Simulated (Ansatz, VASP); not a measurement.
# Cross-check of PbF2 (1T-PbF2 monolayer) between VASP and Ansatz, part 2 of 2

One calculation is typed for both programs; each brings its own data sets. How far apart do they land? Of the first pair: The structure shown is the start of the Ansatz relaxation below; VASP solves that cell, so the two are compared at the walk's first step.

VASP 6.6.1 and Ansatz 0.2.0.

So far: Set-up; Ansatz: relaxation, PBE with D3(BJ); VASP: single point, PBE with D3(BJ), start cell, pair 1.

## 4. Differences

Known differences besides the potentials themselves: Ansatz cuts the interaction across the vacuum, VASP repeats the sheet with a dipole correction; the cutoff is 420 eV in Ansatz and 520 eV in VASP. Total energies have different zeros and are not compared.

Forces (eV/Å; atoms numbered as in POSCAR):

| atom | Ansatz x, y, z | VASP x, y, z |
| --- | --- | --- |
| F1 | 0.000, 0.000, -15.222 | 0.000, 0.000, -15.383 |
| F2 | 0.000, 0.000, 15.222 | 0.000, 0.000, 15.383 |
| Pb3 | 0.000, 0.000, 0.000 | 0.000, 0.000, 0.000 |

The forces differ by 76 meV/Å r.m.s., which is 1.1 % of the r.m.s. force of 7.252 eV/Å (both taken over all components). With vacuum in the cell, a pressure given here is an average over mostly empty space and none of the material.

## 5. Ansatz: relaxation, PBE with D3(BJ)

This run makes the geometry at which the two programs are then compared.

The structure compared here is the end of the Ansatz relaxation.

Input file input.yaml:

```yaml
crystal:
  lattice:
    - [2.749142, 0.0, 0.0]
    - [-1.374571, 2.3808268106, 0.0]
    - [0.0, 0.0, 20.3573446259]
  atoms:
    - { symbol: F, position: [0.6666666667, 0.3333333333, 0.4421008813] }
    - { symbol: Pb, position: [0.0, 0.0, 0.5] }
    - { symbol: F, position: [0.3333333333, 0.6666666667, 0.5578991187] }
  periodic: [true, true, false]
kpoints:
  mp_grid: { grid: [12, 12, 1] }
hamiltonian:
  xc: pbe
  dispersion: d3bj
scf:
  occupations: { method: fermi_dirac, width: 0.05 }
  convergence: { dr2_threshold: 1.0e-09 }
relax:
  f_tol: 0.004
  max_steps: 90
  cell: {}
output:
  write_potential: true
  write_density: true
  volumetric_format: npy
```

The run is started by

```bash
> ansatz run input.yaml --threads 2 --pin off --max-ram 3072MiB --backend cpu --events-out ev --progress --plain --runs-dir out
```

Numbers of over 12 decimals in the logs are rounded to 6 here.

The program printed:

```text
[...]
Crystal: 3 atoms, lattice volume = 186.635 Å³
Basis set: ecut = 420 eV, 3665 PW (Γ), exchange–correlation on 40×40×384 points (8 copies of the dense FFT grid, shifted against one another)
Bands: 18, of which v1, the nominal top of the filled ones, is band 14 counted from 1 (13 counted from 0)
Symmetry: 12 space group operations
[...]
° read free of the cell's end (the report's vacuum.weakly_bound_levels)
--- Relaxed structure (20 steps of the walk, 20 accepted, 4 SCFs on fresh bases) ---
[...]
cell:  # Å, volume = 388.4897 Å³
    - [3.966342, 0, 0]
    - [-1.983171, 3.434953, 0]
    - [0, 0, 28.514689]
  atoms:
    - { symbol: F, position: [0.666667, 0.333333, 0.321648] }
    - { symbol: Pb, position: [0, 0, 0.356962] }
    - { symbol: F, position: [0.333333, 0.666667, 0.392276] }
[key lines of the parts left out:]
SCF converged after 6 iterations
Free energy (F): -13524.518217 eV
Fermi energy:    -5.225994 eV
P = ½ c Tr σ = 0.0217 N/m
```

## 6. VASP: single point, PBE with D3(BJ), relaxed cell, pair 2

The same cell, functional, mesh and smearing now go to VASP, with its own data sets.

Input file INCAR:

```
SYSTEM = PbF2
PREC = Accurate
ENCUT = 520
EDIFF = 1E-06
NELM = 120
ISMEAR = -1
SIGMA = 0.05
LREAL = .FALSE.
ALGO = Normal
GGA = PE
IVDW = 12
NBANDS = 20
LORBIT = 11
LWAVE = .FALSE.
LCHARG = .FALSE.
ISIF = 2
LDIPOL = .TRUE.
IDIPOL = 3
DIPOL = 0.5 0.5 0.357
LVHAR = .TRUE.
LASPH = .TRUE.
GGA_COMPAT = .FALSE.
EFERMI = MIDGAP
NELMDL = -8
```

Input file POSCAR:

```
PbF2
1.0
    3.9663416007      0.0000000000      0.0000000000
   -1.9831708003      3.4349525863      0.0000000000
    0.0000000000      0.0000000000     28.5146892516
F Pb
2 1
Direct
    0.6666666667      0.3333333333      0.3216484166
    0.3333333333      0.6666666667      0.3922764116
    0.0000000000      0.0000000000      0.3569624141
```

Input file KPOINTS:

```
Automatic mesh
0
Gamma
12 12 1
0 0 0
```

The projector-augmented-wave data sets are F and Pb_d (PBE family, release 64).

The run is started by

```bash
> mpirun -np 1 vasp_std
```

The program printed:

```text
[... set-up lines as in an earlier step ...]
 entering main loop
       N       E                     dE             d eps       ncg     rms          rms(c)
DAV:   1     0.305709424121E+03    0.30571E+03   -0.10780E+04   832   0.102E+03
DAV:   2     0.335827950966E+02   -0.27213E+03   -0.26418E+03  1048   0.288E+02
DAV:   3    -0.145353869077E+02   -0.48118E+02   -0.47748E+02   948   0.145E+02
DAV:   4    -0.162093014125E+02   -0.16739E+01   -0.16703E+01  1064   0.398E+01
[...]
DAV:  22    -0.139346092220E+02   -0.31044E-05   -0.42120E-08   804   0.124E-03    0.139E-04
DAV:  23    -0.139346119717E+02   -0.27497E-05   -0.36923E-08   748   0.854E-04    0.101E-04
DAV:  24    -0.139346124441E+02   -0.47236E-06   -0.34209E-09   712   0.399E-04
   1 F= -.14156470E+02 E0= -.14156470E+02  d E =-.268722E-15
```

Parts of OUTCAR (step 6):

```text
 Edisp (eV)   -0.22186

  Total      -0.03924    -0.03924    -0.09020    -0.00000     0.00000     0.00000
  in kB      -0.16185    -0.16185    -0.37198    -0.00000     0.00000     0.00000
  external pressure =       -0.23 kB  Pullay stress =        0.00 kB

 POSITION                                       TOTAL-FORCE (eV/Angst)
 -----------------------------------------------------------------------------------
      1.98317      1.14498      9.17170        -0.000000     -0.000000     -0.005594
     -0.00000      2.28997     11.18564         0.000000      0.000000      0.005594
      0.00000      0.00000     10.17867        -0.000000     -0.000000      0.000000
 -----------------------------------------------------------------------------------
    total drift:                                0.000000     -0.000000      0.000054

  FREE ENERGIE OF THE ION-ELECTRON SYSTEM (eV)
  ---------------------------------------------------
  free  energy   TOTEN  =       -14.1564696859 eV

  energy  without entropy=      -14.1564696859  energy(sigma->0) =      -14.15646969

[... 1 part as in an earlier step ...]

[... 2 further parts left out ...]
[key lines of the parts left out:]
E-fermi :  -4.0507
```

## 7. Comparison

The two programs side by side:

| quantity | Ansatz | VASP | difference |
| --- | --- | --- | --- |
| gap on the k mesh (eV) | 3.454 | 3.454 | 0.000 |

At this near-relaxed geometry the largest component of a force difference is 5 meV/Å. A gap on the mesh is an upper bound, since the band edges may lie between its points; neither run holds spin-orbit coupling, which can move the band edges of a compound of Pb. With vacuum in the cell, a pressure given here is an average over mostly empty space and none of the material.

## 8. What came out

```yaml
r_m_s_force_difference_single_point_pbe_with_d3_bj_start_cell_pair_1: 1.1 % of the r.m.s. force
difference_in_gap_on_the_k_mesh_single_point_pbe_with_d3_bj_relaxed_cell_pair_2: -2.6e-4 eV
```

**Reading.** The r.m.s. force difference is 1.1 % of the r.m.s. force (single point, PBE with D3(BJ), start cell, pair 1), within the 3 % picked in this series as the mark of a large difference. Such differences can come from data sets, numerical settings and the points named under the comparisons, not from the functional's error against experiment.

[Lines on the potential files, build, host, timing and source positions are cut from VASP's logs without a mark.]

[Logs are printed without paths, hosts, clocks, repeated set-up lines and the standing remarks that a program may print on its own settings, such as how far it seeks lower states.]

[Hosts, paths, dates, database ids (printed as entryN), source tags and the programs' standing remarks are cut or masked in the printed files.]
